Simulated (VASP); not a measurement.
Input:

```
CELL_PARAMETERS angstrom
      3.74698     0.00000     0.00000
      0.00000     3.74698     0.00000
      0.00000     0.00000    17.75207
ATOMIC_POSITIONS crystal
  Sn 0.50000 0.00000 0.43401
  Sn 0.00000 0.50000 0.56599
  O  0.50000 0.50000 0.50000
  O  0.00000 0.00000 0.50000
```

These are LDA (Ceperley-Alder, Perdew-Zunger), VASP's LDA PAW potentials (set 64) (plane waves; VASP) values and carry that method's errors. Settings: PREC = Normal, 500 eV cut-off, 12×12×1 Γ-centred mesh, Gaussian smearing of 0.050 eV, potentials Sn_d O.

Question: Estimate the energy per atom (σ→0).

Answer: 
| Property | Value |
|---|---|
| energy per atom (σ→0) | -6.321 eV/atom |

Total energies compare only between runs with the same potentials, cut-off and functional.

The cell is a sheet with vacuum, built from SnO (litharge).
